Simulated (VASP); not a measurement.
Energy against volume of RuAl (CsCl type). Computed with TPSS meta-GGA, VASP's PBE PAW potentials (set 64) (plane waves; VASP).

```
V (Å³/atom)  E (eV/atom)
-----------  -----------
12.575         -13.50012
12.976         -13.52783
13.378         -13.53648
13.779         -13.52888
14.180         -13.50745
```

Q: Fit a third-order Birch-Murnaghan equation of state.

A: 
```json
{
 "volume_per_atom": "13.38 Å^3/atom",
 "bulk_modulus": "215 GPa",
 "pressure_derivative_of_the_bulk_modulus": "4.35",
 "lattice_constant_a": "2.991 Å"
}
```

The compound is RuAl in the CsCl type structure. It was relaxed first.
